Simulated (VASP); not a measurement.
An input for Ansatz (written as the equivalent of a VASP run, and not itself run):

Ansatz 0.2 input:
```yaml
crystal:
  lattice:
    - [0.0000000, 2.8920591, 2.8920591]
    - [2.8920591, 0.0000000, 2.8920591]
    - [2.8920591, 2.8920591, 0.0000000]
  atoms:
    - { symbol: In, position: [0.0000000, 0.0000000, 0.0000000] }
    - { symbol: Sb, position: [0.5000000, 0.5000000, 0.5000000] }
kpoints:
  mp_grid: { grid: [11, 11, 11] }
hamiltonian:
  xc: pbesol
  pseudopotentials: { kind: paw }
scf:
  occupations: { method: methfessel_paxton, width: 0.1 }
  max_iter: 100
relax:
  max_steps: 40
  f_tol: 0.02
  cell: { p_target: 10 }
output: { forces: true, stress: true, eigenvalues: true }
```

Problem. Translate this input to VASP (INCAR, KPOINTS, POSCAR, choice of POTCAR).

Solution. This is not unique; one that fits is 
### INCAR
```
# general
SYSTEM  = InSb
PREC    = Accurate
ENCUT   = 500
LREAL   = .False.   # projection in real space or not
LASPH   = .True.   # aspherical one-centre terms

# electronic loop
EDIFF   = 1E-6   # SCF stop (eV)
NELM    = 100
ALGO    = Normal
LMAXMIX = 4   # l cut-off of mixed one-centre charges

# smearing
ISMEAR  = 1   # Methfessel-Paxton
SIGMA   = 0.1   # width (eV)

# functional
GGA     = PS   # PBEsol

# ions
IBRION  = 2
NSW     = 40   # most ionic steps
ISIF    = 3   # ions, shape and volume
EDIFFG  = -0.02   # ionic stop
PSTRESS = 100   # kbar

# output
LWAVE   = .False.
LCHARG  = .False.
```

File KPOINTS:
```
Automatic mesh
0
Gamma
11 11 11
0 0 0
```

File POSCAR:
```
InSb
1
    0.0000000000     2.8920591202     2.8920591202
    2.8920591202     0.0000000000     2.8920591202
    2.8920591202     2.8920591202     0.0000000000
In Sb
1 1
Direct
  0.0000000000   0.0000000000   0.0000000000
  0.5000000000   0.5000000000   0.5000000000
```

POTCAR, in this order: In_d Sb (PBE.64 set). Program: vasp_std.

The two are equivalent in intent, not identical: each code has its own PAW files, so the cut-off isn't converted (ENCUT is set for VASP's; basis.ecutwfc is left out, and Ansatz then takes the one that its files recommend); Ansatz stops its SCF on the density residual and VASP on the energy change (EDIFF).

The structure was generated: InSb was put into the rock salt type (Fm-3m), which need not be its known phase. It was relaxed first under an external pressure of 10 GPa.
